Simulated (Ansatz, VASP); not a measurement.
# Cross-check of AlN between VASP and Ansatz

Wanted: the spread between two codes on one cell, functional and k mesh. The cell is taken from a series of runs on this material, whose earlier steps may have relaxed, scaled, displaced or heated it; both programs get it as it stands.

Method: plane waves, with VASP 6.6.1 beside it; single point at PBE and single point at LDA, in Ansatz 0.2.0.

### Step 1. Starting point

Symmetry: P6_3mc, No. 186, hexagonal system. Conventional cell: a = 3.120 Å, b = 3.120 Å, c = 10.110 Å, α = 90.00°, β = 90.00°, γ = 120.00°. Nearest to Al lie 4 N at 1.90 to 1.92 Å. Al has 4 N at 1.90 to 1.91 Å nearest. Nearest to N lie 4 Al at 1.91 to 1.92 Å. N has 4 Al at 1.90 Å nearest. Farther neighbours and most contacts between anions are not listed.

### Step 2. Ansatz: single point, PBE

Ansatz runs on its PAW soft_1 files.

With cell and atoms fixed, the geometry can't cause a difference; cores, projectors, grids and the points listed under the comparison can.

The input, input.yaml:

```yaml
crystal:
  lattice:
    - [3.1202290047, 0.0, 0.0]
    - [-1.5601145023, 2.7021975837, 0.0]
    - [0.0, 0.0, 10.1102215084]
  atoms:
    - { symbol: Al, position: [0.0, 0.0, -0.0012500118] }
    - { symbol: Al, position: [0.3333333333, 0.6666666667, 0.2498254965] }
    - { symbol: Al, position: [0.0, 0.0, 0.4987499882] }
    - { symbol: Al, position: [0.6666666667, 0.3333333333, 0.7498254965] }
    - { symbol: "N", position: [0.0, 0.0, 0.1882176634] }
    - { symbol: "N", position: [0.3333333333, 0.6666666667, 0.4382068519] }
    - { symbol: "N", position: [0.0, 0.0, 0.6882176634] }
    - { symbol: "N", position: [0.6666666667, 0.3333333333, 0.9382068519] }
kpoints:
  mp_grid: { grid: [12, 12, 2] }
  band_path:
    path:
      - [[0.0, 0.0, 0.0], [0.5, 0.0, 0.0], [0.33333333, 0.33333333, 0.0], [0.0, 0.0, 0.0], [0.0, 0.0, 0.5], [0.5, 0.0, 0.5], [0.33333333, 0.33333333, 0.5], [0.0, 0.0, 0.5]]
      - [[0.5, 0.0, 0.5], [0.5, 0.0, 0.0]]
      - [[0.33333333, 0.33333333, 0.5], [0.33333333, 0.33333333, 0.0]]
    npoints: 10
hamiltonian:
  xc: pbe
  pseudopotentials: { kind: paw, azcp: { folder: soft_1 } }
scf:
  occupations: { method: fermi_dirac, width: 0.02 }
  n_extra_bands: 6
output:
  eigenvalues: true
  write_density: true
  write_potential: true
  elf: true
  volumetric_format: npy
```

The run is started by

```bash
> ansatz run input.yaml --threads 4 --pin off --max-ram 17510MiB --backend cpu --events-out ev --progress --plain --runs-dir out
```

Numbers of over 12 decimals in the logs are rounded to 6 here.

Output:

```text
scf.n_extra_bands = 6 over 16 filled bands (N_el = 32.0): the run solves 22 bands
Engine: ansatz 0.2.0, aarch64-unknown-linux-gnu
Pseudopotentials: kind: paw
Pseudopotential: Al, paw, valence charge 3, recommended cutoff 420 eV (normal), soft_1/Al.paw.azcp
Pseudopotential: N, paw, valence charge 5, recommended cutoff 420 eV (normal), soft_1/N.paw.azcp
Functional definition: PBE
  parameter kappa = 0.804
  parameter beta = 0.066725
  exchange = pbe_x(kappa = kappa, mu = beta*pi^2/3)
  correlation = pbe_c(beta = beta)
Crystal: 8 atoms, lattice volume = 85.244 Å³
Basis set: ecut = 420 eV, 1653 PW (Γ)
Bands: 22, of which v1, the nominal top of the filled ones, is band 16 counted from 1 (15 counted from 0)
Symmetry: 12 space group operations
Space group: P63mc (ITA 186), of the structure as read, at distance tolerance 4.4e-5 Å
k-points: 38 of 288
Non-local potential: Al, projectors of the file, l = 0: 2, l = 1: 2, l = 2: 1
Non-local potential: N, projectors of the file, l = 0: 2, l = 1: 2, l = 2: 1
PAW form: soft (Blöchl's): semilocal exchange-correlation on the pseudo side does not see the compensation charge
PAW one-centre angular grid: Al, 110 points (default); XC on 64 Gauss nodes
PAW one-centre angular grid: N, 110 points (default); XC on 64 Gauss nodes
Initial density: superposition of atomic densities (chi_scale 0.1, normalization cell, long waves kept (reshape's long-wave potential 0.00 eV rms))
Initial wavefunctions: pseudopotential atomic-orbital guess
Functional: x = pbe(κ = 0.804, μ = 0.219515), c = pbe(β = 0.066725)
SCF iter   1: F=—  HF=-3702.561030 eV  |F-HF|=—  |Δ(HF+E_count)|=         —  Δρ=1.35e-1  dr2=1.93e1  ethr=3.10e-3  ⟨swp⟩=7.3  Hψ=4619  notcnv=0
preconditioner: auto → none  [insulator: Δε(μ)=5.254 eV  Ē_g=13.398 eV  σ=0.020 eV  W_gap=1.00  n_scr=6 (ndim 8)  ℏωp=22.8 eV  f_vac=0.000  D(μ)=0.00/eV (n_scr^D=0)  ε∞_Penn≈3.9]
SCF iter   2: F=—  HF=-3697.054382 eV  |F-HF|=—  |Δ(HF+E_count)|=    5.51e0  Δρ=3.70e-2  dr2=5.89e-1  ethr=3.10e-3  ⟨swp⟩=3.4  Hψ=2245  notcnv=0  defer=67
SCF iter   3: F=—  HF=-3696.961697 eV  |F-HF|=—  |Δ(HF+E_count)|=   9.27e-2  Δρ=1.57e-2  dr2=1.15e-1  ethr=1.84e-3  ⟨swp⟩=1.4  Hψ=990  notcnv=0  defer=67
SCF iter   4: F=—  HF=-3696.949059 eV  |F-HF|=—  |Δ(HF+E_count)|=   1.26e-2  Δρ=6.14e-4  dr2=6.68e-4  ethr=3.59e-4  ⟨swp⟩=2.0  Hψ=930  notcnv=0  defer=67
SCF iter   5: F=—  HF=-3696.948851 eV  |F-HF|=—  |Δ(HF+E_count)|=   2.07e-4  Δρ=3.09e-4  dr2=3.85e-5  ethr=2.09e-6  ⟨swp⟩=2.0  Hψ=1219  notcnv=0  defer=67
SCF iter   6: F=—  HF=-3696.948871 eV  |F-HF|=—  |Δ(HF+E_count)|=   1.98e-5  Δρ=7.38e-5  dr2=1.87e-6  ethr=1.20e-7  ⟨swp⟩=2.0  Hψ=1312  notcnv=0  defer=67
SCF iter   7: F=-3696.948872 eV  HF=-3696.948872 eV  |F-HF|=4.58e-9  |Δ(HF+E_count)|=   1.25e-6  Δρ=9.37e-6  dr2=4.48e-8  ethr=3.13e-10  ⟨swp⟩=10.0  Hψ=3441  notcnv=0
SCF 1 converged in 7 iterations: F = -3696.948872 eV  dr2 = 4.48e-8
  greatest PAW one-centre occupation: 0.788 electrons in one spin orbital (limit 2), on the N atom at site 7 (counted from 0), in its partial waves of l = 0
NSCF: frozen V_eff on 93 k-points
SCF converged after 7 iterations
Free energy (F): -3696.948872 eV
Harris-Foulkes:  -3696.948872 eV  (|F-HF|=4.58e-9)
Internal energy: -3696.948872 eV  (E = F + TS)
E sigma→0 (E₀):  -3696.948872 eV
Fermi energy:    8.815722 eV
--- Per-component energies (eV) ---
  E_band       = 55.183981
  E_kinetic    = 623.224675
  E_local      = -846.906106  (includes V_loc(G=0)·N_el)
  E_nonlocal   = 177.781210
  E_hartree    = 311.805902
  E_xc         = -395.197484
  E_vxc        = -426.640747  (∫ρ·V_xc dr)
  E_paw        = -2390.997284  (= ΣΔE_a)
  E_vpaw       = -95.893260  (= ΣTr[D̂ρ^β])
  E_aug_tail   = 0.003493  (compensation charges beyond the density's cutoff)
  E_ewald      = -1176.663278
  E_smearing   = -0.000000  (= −TS)
  E_closure    = 0.000000  (closes the sum)
  Σ components = -3696.948872   (vs F -3696.948872, Δ=0.00e0)
--- Band table (eV; the first three rows and the last of 38) ---
  k-point 0: bands = [... 12 lower, 6.4730, 6.7273, 6.7273, 6.8158, 10.8225, 12.9693, 13.2498, 13.6769, ... 2 higher]
  k-point 1: bands = [... 12 lower, 6.6421, 6.6421, 6.6421, 6.6421, 11.7807, 11.7807, 13.6570, 13.6570, ... 2 higher]
  k-point 2: bands = [... 12 lower, 6.3466, 6.3970, 6.7170, 6.7822, 11.2582, 13.1835, 13.4647, 14.0379, ... 2 higher]
  k-point 37: bands = [... 12 lower, 5.4153, 5.4153, 5.5596, 5.5596, 12.4152, 12.4152, 14.3735, 14.3735, ... 2 higher]
```

The column dr2 measures how far the density is from self-consistency, as an energy; F and HF (Harris–Foulkes) agree once it is small.

### Step 3. VASP: single point, PBE

The same cell, functional, mesh and smearing now go to VASP, with its own data sets.

Lines of VASP's logs that name or quote its potential files are left out, and so is its time.

The input, INCAR:

```
SYSTEM = AlN
PREC = Accurate
ENCUT = 520
EDIFF = 1E-06
NELM = 120
ISMEAR = -1
SIGMA = 0.02
LREAL = .FALSE.
ALGO = Normal
GGA = PE
NBANDS = 24
LORBIT = 11
LWAVE = .FALSE.
LCHARG = .FALSE.
ISIF = 2
LASPH = .TRUE.
GGA_COMPAT = .FALSE.
EFERMI = MIDGAP
KPAR = 2
```

The input, POSCAR:

```
AlN
1.0
    3.1202290047      0.0000000000      0.0000000000
   -1.5601145023      2.7021975837      0.0000000000
    0.0000000000      0.0000000000     10.1102215084
Al N
4 4
Direct
    0.0000000000      0.0000000000      0.9987499882
    0.3333333333      0.6666666667      0.2498254965
    0.0000000000      0.0000000000      0.4987499882
    0.6666666667      0.3333333333      0.7498254965
    0.0000000000      0.0000000000      0.1882176634
    0.3333333333      0.6666666667      0.4382068519
    0.0000000000      0.0000000000      0.6882176634
    0.6666666667      0.3333333333      0.9382068519
```

The input, KPOINTS:

```
Automatic mesh
0
Gamma
12 12 2
0 0 0
```

PAW data sets: Al and N (PBE family, release 64).

The run is started by

```bash
> mpirun -np 2 vasp_std
```

Output:

```text
[banner, memory and clock lines left out]
running    2 mpi-ranks, on    1 nodes
 distrk:  each k-point on    1 cores,    2 groups
 distr:  one band on    1 cores,    1 groups

 POSCAR found type information on POSCAR AlN
 POSCAR found :  2 types and       8 ions
 LDA part: xc-table for (Slater+PW92), standard interpolation
 POSCAR, INCAR and KPOINTS ok, starting setup
 FFT: planning ... GRIDC
 FFT: planning ... GRID_SOFT
 FFT: planning ... GRID
 WAVECAR not read
 entering main loop
       N       E                     dE             d eps       ncg     rms          rms(c)
DAV:   1     0.113593067555E+03    0.11359E+03   -0.14733E+04  1832   0.118E+03
DAV:   2    -0.592976541079E+02   -0.17289E+03   -0.16234E+03  2480   0.239E+02
DAV:   3    -0.687296863701E+02   -0.94320E+01   -0.93849E+01  2392   0.590E+01
DAV:   4    -0.688209584358E+02   -0.91272E-01   -0.91249E-01  2248   0.660E+00
DAV:   5    -0.688224029096E+02   -0.14445E-02   -0.14443E-02  2408   0.829E-01    0.170E+01
DAV:   6    -0.594529663423E+02    0.93694E+01   -0.34397E+01  2264   0.315E+01    0.594E+00
DAV:   7    -0.594976163724E+02   -0.44650E-01   -0.12966E+00  2176   0.631E+00    0.412E+00
DAV:   8    -0.594773257078E+02    0.20291E-01   -0.13263E-01  2224   0.271E+00    0.607E-01
DAV:   9    -0.594703215006E+02    0.70042E-02   -0.31079E-02  2392   0.939E-01    0.310E-01
DAV:  10    -0.594715111906E+02   -0.11897E-02   -0.52832E-03  2296   0.394E-01    0.159E-01
DAV:  11    -0.594713596386E+02    0.15155E-03   -0.65638E-04  2256   0.158E-01    0.371E-02
DAV:  12    -0.594713697208E+02   -0.10082E-04   -0.38257E-05  2304   0.434E-02    0.228E-02
DAV:  13    -0.594713674977E+02    0.22231E-05   -0.89286E-06  2320   0.179E-02    0.890E-03
DAV:  14    -0.594713674759E+02    0.21845E-07   -0.28103E-06  2000   0.110E-02
   1 F= -.59471367E+02 E0= -.59471367E+02  d E =0.000000E+00
```

OUTCAR, selected parts (step 3):

```text
ion  position               nearest neighbor table
   1  0.000  0.000  0.999-   8 1.90   8 1.90   8 1.90   5 1.92   4 3.09   4 3.09   4 3.09   2 3.11
                             2 3.11   2 3.11
   2  0.333  0.667  0.250-   6 1.90   5 1.91   5 1.91   5 1.91   3 3.09   3 3.09   3 3.09   1 3.11
                             1 3.11   1 3.11
   3  0.000  0.000  0.499-   6 1.90   6 1.90   6 1.90   7 1.92   2 3.09   2 3.09   2 3.09   4 3.11
                             4 3.11   4 3.11
   4  0.667  0.333  0.750-   8 1.90   7 1.91   7 1.91   7 1.91   1 3.09   1 3.09   1 3.09   3 3.11
                             3 3.11   3 3.11
   5  0.000  0.000  0.188-   2 1.91   2 1.91   2 1.91   1 1.92
   6  0.333  0.667  0.438-   3 1.90   3 1.90   3 1.90   2 1.90
   7  0.000  0.000  0.688-   4 1.91   4 1.91   4 1.91   3 1.92
   8  0.667  0.333  0.938-   1 1.90   1 1.90   1 1.90   4 1.90

  LATTYP: Found a hexagonal cell.
 ALAT       =     3.1202290047
 C/A-ratio  =     3.2402177831

 Subroutine GETGRP returns: Found 12 space group operations
 (whereof  6 operations were pure point group operations)

The static configuration has the point symmetry C_3v.
 The point group associated with its full space group is C_6v.

 Found     38 irreducible k-points:

   k-points           NKPTS =     38   k-points in BZ     NKDIM =     38   number of bands    NBANDS=     24

   dimension x,y,z NGX =    24 NGY =   24 NGZ =   80
   dimension x,y,z NGXF=    48 NGYF=   48 NGZF=  160

   ENCUT  =  520.0 eV  38.22 Ry    6.18 a.u.   5.80  5.80 18.80*2*pi/ulx,y,z

   NELECT =      32.0000    total number of electrons

 k-points in reciprocal lattice and weights: Automatic mesh
   0.00000000  0.00000000  0.00000000       0.003
   0.08333333  0.00000000  0.00000000       0.021
   0.16666667  0.00000000  0.00000000       0.021
   0.25000000  0.00000000  0.00000000       0.021
   0.33333333  0.00000000  0.00000000       0.021
   0.41666667  0.00000000  0.00000000       0.021
   0.50000000  0.00000000  0.00000000       0.010
   0.08333333  0.08333333  0.00000000       0.021
   0.16666667  0.08333333  0.00000000       0.042
[...]
0.33333333  0.25000000  0.50000000       0.042
   0.33333333  0.33333333  0.50000000       0.007

 average (electrostatic) potential at core
       1 -71.9284       2 -71.9391       3 -71.9284       4 -71.9391       5 -60.2087
       6 -60.1423       7 -60.2087       8 -60.1423

 E-fermi :   7.8496

 k-point     1 :       0.0000    0.0000    0.0000
  band No.  band energies     occupation
    ...
     12       5.5005      2.00000
     13       5.5005      2.00000
     14       5.7566      2.00000
     15       5.7566      2.00000
     16       5.8450      2.00000
     17       9.8599      0.00000
     18      11.9990      0.00000
     19      12.2806      0.00000
     20      12.7016      0.00000
     21      15.8768      0.00000
    ...

 k-point     2 :       0.0833    0.0000    0.0000
  band No.  band energies     occupation
    ...
     12       5.3714      2.00000
     13       5.3751      2.00000
     14       5.4242      2.00000
     15       5.7458      2.00000
     16       5.8111      2.00000
     17      10.2942      0.00000
     18      12.2129      0.00000
     19      12.4948      0.00000
     20      13.0630      0.00000
     21      15.2536      0.00000
    ...

 k-point     3 :       0.1667    0.0000    0.0000
  band No.  band energies     occupation
    ...
     12       4.8057      2.00000
     13       5.1932      2.00000
     14       5.2311      2.00000
     15       5.6800      2.00000
     16       5.7033      2.00000
     17      11.1702      0.00000
     18      12.3497      0.00000
     19      12.6879      0.00000
     20      13.7975      0.00000
     21      14.3208      0.00000
    ...

  Total       -0.0966900     -0.0966900     -0.0933089     -0.0000000      0.0000000      0.0000000
  in kB       -1.8173061     -1.8173061     -1.7537564     -0.0000000      0.0000000      0.0000000
  external PRESSURE =      -1.7961229 kB  Pullay stress =       0.0000000 kB

  energy-cutoff  :      520.00
  volume of cell :       85.24
      direct lattice vectors                 reciprocal lattice vectors
     3.120229005  0.000000000  0.000000000     0.320489297  0.185034582  0.000000000
    -1.560114502  2.702197584  0.000000000     0.000000000  0.370069164  0.000000000
     0.000000000  0.000000000 10.110221508     0.000000000  0.000000000  0.098909801

 POSITION                                       TOTAL-FORCE (eV/Angst)
 -----------------------------------------------------------------------------------
      0.00000      0.00000     10.09758         0.000000      0.000000      0.001040
     -0.00000      1.80147      2.52579         0.000000      0.000000      0.001709
      0.00000      0.00000      5.04247        -0.000000     -0.000000      0.001040
      1.56011      0.90073      7.58090        -0.000000      0.000000      0.001709
      0.00000      0.00000      1.90292        -0.000000      0.000000     -0.001423
     -0.00000      1.80147      4.43037         0.000000     -0.000000     -0.001327
      0.00000      0.00000      6.95803         0.000000      0.000000     -0.001423
      1.56011      0.90073      9.48548        -0.000000      0.000000     -0.001327
 -----------------------------------------------------------------------------------
    total drift:                               -0.000000     -0.000000      0.001560

  FREE ENERGIE OF THE ION-ELECTRON SYSTEM (eV)
  ---------------------------------------------------
  free  energy   TOTEN  =       -59.4713674759 eV

  energy  without entropy=      -59.4713674759  energy(sigma->0) =      -59.47136748

 total charge
# of ion       s       p       d       tot
------------------------------------------
    1        0.366   0.431   0.000   0.797
    2        0.367   0.434   0.000   0.802
    3        0.366   0.431   0.000   0.797
    4        0.367   0.434   0.000   0.802
    5        1.222   2.619   0.000   3.841
    6        1.222   2.627   0.000   3.849
    7        1.222   2.619   0.000   3.841
    8        1.222   2.627   0.000   3.849
--------------------------------------------------
tot          6.354  12.222   0.000  18.576

[... 3 further parts left out ...]
```

The gap is read on the k-mesh alone, so it is an upper bound where the band edges lie off the mesh.

### Step 4. Comparison

Known differences besides the potentials themselves: the cutoff is 420 eV in Ansatz and 520 eV in VASP. Total energies have different zeros and are not compared.

Compared:

| quantity | Ansatz | VASP | difference |
| --- | --- | --- | --- |
| gap on the k mesh (eV) | 4.007 | 4.009 | -0.002 |

A gap on the mesh is an upper bound, since the band edges may lie between its points.

(Continued in part 2 of 2.)

[Lines on the potential files, build, host, timing and source positions are cut from VASP's logs without a mark.]

[Logs are printed without paths, hosts, clocks, repeated set-up lines and the standing remarks that a program may print on its own settings, such as how far it seeks lower states.]

[Hosts, paths, dates, database ids (printed as entryN), source tags and the programs' standing remarks are cut or masked in the printed files.]
